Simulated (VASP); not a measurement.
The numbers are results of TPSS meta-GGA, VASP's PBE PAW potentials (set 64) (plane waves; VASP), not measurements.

Input for VASP

**INCAR**
```
! general
SYSTEM   =  Tm
PREC     =  Accurate
ENCUT    =  520
LREAL    =  .False.
LASPH    =  .True.

! electronic loop
EDIFF    =  1E-6
NELM     =  100
ALGO     =  Normal
LMAXMIX  =  6
LMIXTAU  =  .True.

! smearing
ISMEAR   =  1
SIGMA    =  0.1

! functional
METAGGA  =  TPSS

! ions
IBRION   =  2
NSW      =  60
ISIF     =  3
EDIFFG   =  -0.01

! output
LWAVE    =  .False.
LCHARG   =  .False.
```

File KPOINTS:
```
kpoints
0
gamma
  11 11 6
```

POSCAR:
```
Tm
1
    1.7700000000    -3.0657300000     0.0000000000
    1.7700000000     3.0657300000     0.0000000000
    0.0000000000     0.0000000000     5.5500000000
Tm
2
Direct
  0.3333330000   0.6666670000   0.2500000000
  0.6666670000   0.3333330000   0.7500000000
```

POTCAR, in this order: Tm_3 (PBE.64 set). Program: vasp_std.

The 4f electrons are frozen in the core of the lanthanide potential, so 4f levels, which can set the real gap, and their magnetism are missing.

Q: Estimate the energy per atom (σ→0), volume per atom, band gap (on the k-mesh).

A: 
```json
{
  "energy per atom (σ→0)": "-7.063 eV/atom",
  "band gap (on the k-mesh)": "none (metal, semimetal or under 0.01 eV)",
  "volume_per_atom": "29.55 Å³/atom"
}
```

**OSZICAR**
```
...
   4 F= -.14125098E+02 E0= -.14125770E+02  d E =-.234851E-03
       N       E                     dE             d eps       ncg     rms          rms(c)
DAV:   1    -0.141252479365E+02   -0.14978E-03   -0.60776E-03  1825   0.632E-01    0.653E-02
DAV:   2    -0.141251641235E+02    0.83813E-04   -0.22205E-04  2544   0.206E-01    0.357E-02
DAV:   3    -0.141251302195E+02    0.33904E-04   -0.49355E-05  2487   0.682E-02    0.183E-02
DAV:   4    -0.141251280073E+02    0.22121E-05   -0.92428E-06  2272   0.266E-02    0.774E-03
DAV:   5    -0.141251273849E+02    0.62246E-06   -0.36108E-06  1704   0.217E-02
   5 F= -.14125127E+02 E0= -.14125777E+02  d E =-.263976E-03
```

The compound is Tm in the hcp structure. This run relaxes it. Symmetry was kept, so distortions that lower it aren't found.
